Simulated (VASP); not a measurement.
An input for Ansatz (written as the equivalent of a VASP run, and not itself run):

Ansatz 0.2 input:
```yaml
crystal:
  lattice:
    - [6.3519095, 0.0000000, 0.0000000]
    - [0.0000000, 6.3519095, 0.0000000]
    - [0.0000000, 0.0000000, 6.3519095]
  atoms:
    - { symbol: K, position: [0.0000000, 0.0000000, 0.0000000] }
    - { symbol: K, position: [0.5000000, 0.5000000, 0.0000000] }
    - { symbol: K, position: [0.5000000, 0.0000000, 0.5000000] }
    - { symbol: K, position: [0.0000000, 0.5000000, 0.5000000] }
    - { symbol: Cl, position: [0.5000000, 0.5000000, 0.5000000] }
    - { symbol: Cl, position: [0.0000000, 0.0000000, 0.5000000] }
    - { symbol: Cl, position: [0.0000000, 0.5000000, 0.0000000] }
    - { symbol: Br, position: [0.5000000, 0.0000000, 0.0000000] }
kpoints:
  mp_grid: { grid: [3, 3, 3] }
hamiltonian:
  xc: pbesol
  pseudopotentials: { kind: paw }
scf:
  occupations: { method: gaussian, width: 0.05 }
  max_iter: 100
relax:
  max_steps: 60
  f_tol: 0.02
  cell: {}
output: { forces: true, stress: true, eigenvalues: true }
```

Q: Write the VASP files for the same calculation (PBEsol).

A: This is not unique; one that fits is 
File KPOINTS:
```
Automatic
0
gamma
3 3 3
0 0 0
```

**INCAR**
```
# general
SYSTEM  = K4BrCl3
PREC    = Accurate
ENCUT   = 400
LREAL   = .FALSE.
LASPH   = .TRUE.

# electronic loop
EDIFF   = 1E-6
NELM    = 100
ALGO    = Normal
LMAXMIX = 4

# smearing
ISMEAR  = 0
SIGMA   = 0.05

# functional
GGA     = PS

# ions
IBRION  = 2
NSW     = 60
ISIF    = 3
EDIFFG  = -0.02

# output
LWAVE   = .FALSE.
LCHARG  = .FALSE.
```

### POSCAR
```
K4BrCl3
1
    6.3519094883    -0.0000000000    -0.0000000000
    0.0000000000     6.3519094883     0.0000000000
    0.0000000000     0.0000000000     6.3519094883
K Cl Br
4 3 1
Direct
  0.0000000000   0.0000000000   0.0000000000
  0.5000000000   0.5000000000   0.0000000000
  0.5000000000   0.0000000000   0.5000000000
  0.0000000000   0.5000000000   0.5000000000
  0.5000000000   0.5000000000   0.5000000000
  0.0000000000   0.0000000000   0.5000000000
  0.0000000000   0.5000000000   0.0000000000
  0.5000000000   0.0000000000   0.0000000000
```

POTCAR, in this order: K_sv Cl Br (PBE.64 set). Program: vasp_std.

The two are equivalent in intent, not identical: each code has its own PAW files, so the cut-off isn't converted (ENCUT is set for VASP's; basis.ecutwfc is left out, and Ansatz then takes the one that its files recommend); Ansatz stops its SCF on the density residual and VASP on the energy change (EDIFF).

The structure was generated: K4BrCl3 was put into an ordered model structure (Pm-3m), which need not be its known phase. This run relaxes it. Symmetry was kept, so distortions that lower it aren't found. The start is the result of an earlier pass.
